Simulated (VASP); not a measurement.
Elastic constants (GPa) of a crystal from PBEsol GGA, VASP's PBE PAW potentials (set 64) (VASP):

```csv
,xx,yy,zz,yz,xz,xy
xx,86.2,20.4,20.4,0.0,0.0,0.0
yy,20.4,86.2,20.4,0.0,0.0,0.0
zz,20.4,20.4,86.2,0.0,0.0,0.0
yz,0.0,0.0,0.0,34.6,0.0,0.0
xz,0.0,0.0,0.0,0.0,34.6,0.0
xy,0.0,0.0,0.0,0.0,0.0,34.6
```

**Question.** Work out the Voigt, Reuss and Hill moduli, Young's modulus and Poisson's ratio.

**Answer.** All eigenvalues are positive (smallest 34.6 GPa), so the crystal is stable. K_V = (C11+C22+C33+2(C12+C13+C23))/9 = (258.6 + 2×61.2)/9 = 42.3 GPa; G_V = (258.6 − 61.2 + 3×103.8)/15 = 33.9 GPa. From the compliances, K_R = 42.3 GPa and G_R = 33.9 GPa. Hill: K = 42.3 GPa, G = 33.9 GPa, E = 9KG/(3K+G) = 80.3 GPa, ν = (3K−2G)/(2(3K+G)) = 0.184. K/G = 1.25, below Pugh's 1.75; universal anisotropy A^U = 0.00.

**Question.** With a density of 1.69 g/cm³, what are the mean sound speeds?

**Answer.** v_l = √((K+4G/3)/ρ) = 7.20 km/s and v_t = √(G/ρ) = 4.48 km/s. The crystal is Li$_{2}$S (antifluorite), cubic.

The compound is Li2S in the antifluorite structure. It was relaxed first.
